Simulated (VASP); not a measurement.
# GW-BSE spectrum of BN (Qingsongite), part 3 of 3

Wanted: the lowest vertical excitons of BN (Qingsongite) and its absorption. The cell is of the zinc-blende type, one of the forms listed for this formula. The start is a cell from a database of measured crystal structures.

VASP 6.6.1, plane waves and PAW; the level of theory is named at each step.

So far, quasiparticle gap on the mesh (eV): step 4 (G0W0) 5.74.

## 6. Independent quasiparticles

This step: BSE on G0W0 on PBE, independent quasiparticles; plane waves and PAW (N_GW, B_GW) (VASP 6.6.1).

With LADDER and LHARTREE off the pairs don't interact at all, so the lowest line must equal the direct gap.

File INCAR:

```
SYSTEM = BN
PREC = Accurate
ENCUT = 450
ISMEAR = 0
SIGMA = 0.01
LREAL = .FALSE.
GGA = PE
NBANDS = 32
ALGO = BSE
NBANDSO = 3
NBANDSV = 4
OMEGAMAX = 25
NEDOS = 1000
CSHIFT = 0.1
PRECFOCK = Fast
LWAVE = .FALSE.
LCHARG = .FALSE.
ENCUTGW = 100
ANTIRES = 0
LADDER = .FALSE.
LHARTREE = .FALSE.
```

File POSCAR:

```
BN
1.0
    0.0000000000      1.8075000000      1.8075000000
    1.8075000000      0.0000000000      1.8075000000
    1.8075000000      1.8075000000      0.0000000000
N B
1 1
Direct
    0.7500000000      0.7500000000      0.7500000000
    0.0000000000      0.0000000000      0.0000000000
```

File KPOINTS:

```
Automatic mesh
0
Gamma
6 6 6
0 0 0
```

PAW data sets: N_GW and B_GW (PBE family, release 64).

On the command line:

```sh
$ mpirun -np 8 vasp_std
```

Output:

```text
[banner, memory and clock lines left out]
 LDA part: xc-table for (Slater+PW92), standard interpolation
 found WAVECAR, reading the header
 POSCAR, INCAR and KPOINTS ok, starting setup
 FFT: planning ... GRIDC
 FFT: planning ... GRID_SOFT
 FFT: planning ... GRID
 reading WAVECAR
 the WAVECAR file was read successfully
 initial charge from wavefunction
 available memory per node:     92.64 GB, setting MAXMEM to     94864

 Doing            0  frequencies on each core in blocks of            0
 parallelization over k-points
 Using distributed matrix
 Using distributed eigensolver
 allocating two-electron 4 orbital integral table    3    4    3    4
 BSE setting up matrix
 available memory per node:     92.50 GB, setting MAXMEM to     94723
 Calculate matrix elements of the BSE Hamiltonian:
 Workload is divided into blocks of two-electron 4 orbital integrals computed in
  parallel.
 Each block/integral has dimensions  of (   3,   4,   3,   4) orbitals
 Total number of blocks/integrals:                23436
 Number of spins:                                     1
 Number of kpoints:                                 216
 Spin channel:                                        1
  Number of blocks of unoccupied bands:               1
  Number of blocks of occupied bands:                 1
 Number of rows/columns of blocks:                  216

                                                        Time (sec)
               Integrals                 Ranks       Real         CPU
  [         1 -       1728/     23436]     8         0.17        0.00
  [      1729 -       3456/     23436]     8         0.36        0.00
  [      3457 -       5184/     23436]     8         0.53        0.00
  [      5185 -       6912/     23436]     8         0.70        0.00
  [      6913 -       8640/     23436]     8         0.86        0.00
  [      8641 -      10368/     23436]     8         1.01        0.00
  [     10369 -      12096/     23436]     8         1.16        0.00
  [     12097 -      13824/     23436]     8         1.31        0.00
  [     13825 -      15552/     23436]     8         1.49        0.00
  [     15553 -      17280/     23436]     8         1.66        0.00
  [     17281 -      19008/     23436]     8         1.83        0.00
  [     19009 -      20736/     23436]     8         1.99        0.00
  [     20737 -      22464/     23436]     8         2.14        0.00
  [     22465 -      23328/     23436]     8         2.21        0.00
  [     23329 -      23436/     23436]     8         2.24        0.00

[... 7 parts as in an earlier step ...]
```

The job ended after 6.6 s (8 MPI ranks of AMD EPYC 7R43, shared host; peak memory 1.1 GiB).

From OUTCAR (step 6):

```text
   NELECT =       8.0000    total number of electrons

 E-fermi :   9.9167

[... 8 parts as in an earlier step ...]

[... 2 further parts left out ...]
```

This step gave:

| Quantity | Value |
| --- | --- |
| lowest excitation | 10.81 eV |

The imaginary dielectric function, xx has structure finer than the step of the table below, so its rows give means over 1 eV, whole bins alone (the curve runs from 0 to 25 eV). Peaks (eV: height): 12.5: 25.3, 13.0: 13.7, 13.4: 17.4, 14.0: 19.6, 14.5: 12.3, 16.3: 12.6, 18.7: 10.9.

From 3 filled and 4 empty bands alone, without any pair above OMEGAMAX = 25 eV, so strength is missing wherever others contribute; lines are broadened by CSHIFT, which also makes the tail under the first line. The imaginary dielectric function, xx by photon energy; means over each step:

| photon energy (eV) | imaginary dielectric function, xx |
| --- | --- |
| 1 | 0.00307 |
| 2 | 0.00634 |
| 3 | 0.0101 |
| 4 | 0.0146 |
| 5 | 0.0206 |
| 6 | 0.0289 |
| 7 | 0.0415 |
| 8 | 0.0632 |
| 9 | 0.108 |
| 10 | 0.284 |
| 11 | 3.27 |
| 12 | 7.78 |
| 13 | 12.5 |
| 14 | 12.4 |
| 15 | 4.45 |
| 16 | 6.00 |
| 17 | 3.90 |
| 18 | 6.55 |
| 19 | 5.82 |
| 20 | 1.29 |
| 21 | 1.65 |
| 22 | 1.20 |
| 23 | 0.286 |
| 24 | 0.626 |

The lowest excitation lies at 10.813 eV, +707 meV against the Tamm-Dancoff singlet. No second mesh in this session tests these energies, peaks and heights.

## 7. Summary

This step: BSE on G0W0 on PBE; plane waves and PAW (VASP 6.6.1).

Derived from the runs above.

Cost is wall time times ranks on a shared host, for this step alone, without the steps before it. Excitations by level:

```
                     level  first excitation (eV)  cost (core minutes)
         BSE, Tamm-Dancoff                  10.11                 2.48
independent quasiparticles                  10.81                 0.88
```

## 8. Outcome

* BSE, Tamm-Dancoff: lowest vertical excitation 10.106 eV; direct gap 10.813 eV
* independent quasiparticles: lowest vertical excitation 10.813 eV; direct gap 10.813 eV

What this shows: The Bethe-Salpeter equation puts the lowest vertical singlet excitation at 10.106 eV, 0.71 eV below the direct gap of 10.813 eV; the states within 10 meV of it carry 66 % of the strength of the strongest such group among the lowest 40 states. The spectra were run on one mesh, so the distance from the gap isn't shown to be converged; coarse meshes tend to overstate it. Bands, response cutoff and mesh of the GW step weren't tested in this session. Only vertical pairs enter; the least gap on the mesh is indirect, 5.741 eV, and its phonon-assisted absorption is absent. Only the bands set by NBANDSO and NBANDSV form pairs, and any pair above OMEGAMAX = 25 eV is dropped, so the spectrum is that of this window; the window can cut degenerate bands. Not tabulated here, as repeats of values shown or as unfit to read for their mesh, reference level or band range: eps2 curves (empty bands); eps1 curves and static values (BSE, empty bands, independent quasiparticles); line lists of runs without attraction (independent quasiparticles).

[Lines on the potential files, build, host, timing and source positions are cut from VASP's logs without a mark.]

[Logs are printed without paths, hosts, clocks, repeated set-up lines and the standing remarks that a program may print on its own settings, such as how far it seeks lower states.]

[Hosts, paths, dates, database ids (printed as entryN), source tags and the programs' standing remarks are cut or masked in the printed files.]

[Pressures printed for these runs are not shown converged in the cutoff: they can be off by several GPa and have the wrong sign.]
